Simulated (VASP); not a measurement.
An input for Ansatz (written as the equivalent of a VASP run, and not itself run):

Ansatz 0.2 input:
```yaml
crystal:
  lattice:
    - [0.0000000, 3.0600000, 3.0600000]
    - [3.0600000, 0.0000000, 3.0600000]
    - [3.0600000, 3.0600000, 0.0000000]
  atoms:
    - { symbol: Pb, position: [0.0000000, 0.0000000, 0.0000000] }
    - { symbol: Se, position: [0.5000000, 0.5000000, 0.5000000] }
kpoints:
  mp_grid: { grid: [6, 6, 6] }
hamiltonian:
  xc: pbe
  pseudopotentials: { kind: paw }
scf:
  occupations: { method: fermi_dirac, width: 0.01 }
  max_iter: 100
output: { forces: true, stress: true, eigenvalues: true }
```

Q: Translate this input to VASP (INCAR, KPOINTS, POSCAR, choice of POTCAR).

A: This is not unique; one that fits is 
**POSCAR**
```
PbSe
1
    0.0000000000     3.0600000000     3.0600000000
    3.0600000000     0.0000000000     3.0600000000
    3.0600000000     3.0600000000     0.0000000000
Pb Se
1 1
Direct
  0.0000000000   0.0000000000   0.0000000000
  0.5000000000   0.5000000000   0.5000000000
```

**INCAR**
```
! general
SYSTEM =PbSe
PREC   =Accurate
ENCUT  =300
LREAL  =.FALSE.
LASPH  =.TRUE.

! electronic loop
EDIFF  =1E-6
NELM   =100
ALGO   =Normal
LMAXMIX=4

! smearing
ISMEAR =-1
SIGMA  =0.01

! functional
GGA    =PE

! ions
ISIF   =2

! output
LWAVE  =.FALSE.
LCHARG =.FALSE.
```

**KPOINTS**
```
Automatic
0
G
6 6 6
0 0 0
```

POTCAR, in this order: Pb_d Se (PBE.64 set). Program: vasp_std.

The two are equivalent in intent, not identical: each code has its own PAW files, so the cut-off isn't converted (ENCUT is set for VASP's; basis.ecutwfc is left out, and Ansatz then takes the one that its files recommend); Ansatz stops its SCF on the density residual and VASP on the energy change (EDIFF).

The structure is a typed PbSe crystal (Fm-3m). The cell was not relaxed at this level.
